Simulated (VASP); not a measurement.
Write the native input for VASP 6.6.1 that does the following.

- Task: single point
- Functional: PBE
- Dispersion: D3(BJ)
- Potentials or basis: VASP PAW PBE potentials, release 64 (O, H, C)
- Cutoff: 520 eV
- k mesh: 1 × 1 × 1
- Occupations: fermi-dirac, width 0.05 eV
- Spin: no spin polarisation
- Dipole correction: no
- Further INCAR settings: LREAL = Auto; ALGO = Normal; EDIFF = 1e-06; NBANDS = 49

The structure of H16CO7 lies in POSCAR:

```
H16CO7
1.0
    6.2743050000      0.0000000000      0.0000000000
    0.0000000000      6.2743050000      0.0000000000
    0.0000000000      0.0000000000      6.2743050000
O H C
7 16 1
Direct
    0.8141300112      0.8415434060      0.8791411957
    0.4153129311      0.6386842846      0.0345855039
    0.3839309692      0.8988724648      0.4454039133
    0.5362028145      0.2004365424      0.1444144013
   -0.0332945243      0.3890311357      0.1845941503
    0.2053773286      0.5674891482      0.6637866664
    0.9255686486      0.2420347752      0.7840549670
    0.9264452398      0.7408948083      0.9356574154
    0.8835879034      0.9738130359      0.8353116401
    0.5484910281      0.7201116299      0.0143601562
    0.3846163041      0.6854145599      0.1811037238
    0.4351557663      0.9969391032      0.3254065590
    0.5124551644      0.8636494401      0.5301623048
    0.6640416747      0.2575743449      0.2137926033
    0.4506953360      0.3239880752      0.1020033295
    0.0915320502      0.3537762350      0.2638379868
   -0.0207991164      0.2997144704      0.0555918146
    0.2827564168      0.6020905901      0.7946856265
    0.1924356562      0.7068352590      0.6055172645
    0.5879057521      0.2312287975      0.7469353179
    1.0363378892      0.3370731898      0.7169399639
    0.6795015544      0.4969155946      0.8220193312
    0.7307582274      0.3874692097      0.5662937967
    0.7219445022      0.3462853655      0.7313957482
```

The cell was built by a generator and needn't be a form met in nature.

One way to write it, as run:

INCAR

```
ALGO = Normal
EDIFF = 1E-6
ENCUT = 520
GGA = PE
ISIF = 2
ISMEAR = -1
IVDW = 12
LASPH = T
LCHARG = F
LREAL = Auto
LWAVE = F
NBANDS = 49
NELM = 60
PREC = Accurate
SIGMA = 0.05
```

KPOINTS

```
k-points
0
Gamma
  1 1 1
```

Potentials or basis: VASP PAW PBE potentials, release 64 (O, H, C).

Run with:

```bash
$ cat potpaw_PBE.64/O/POTCAR potpaw_PBE.64/H/POTCAR potpaw_PBE.64/C/POTCAR > POTCAR
$ mpirun -np 1 vasp_gam > vasp.out
```

Results of the run:

```json
{
 "Pressure": "-0.7 GPa",
 "Largest force": "2.040 eV/Å",
 "Band gap on the k mesh": "4.59 eV, direct",
 "Dispersion energy per atom": "-0.034 eV"
}
```

It took 40 s on 1 thread of Intel(R) Xeon(R) Platinum 8488C (Sapphire Rapids) (shared host), peak memory 0.3 GiB.
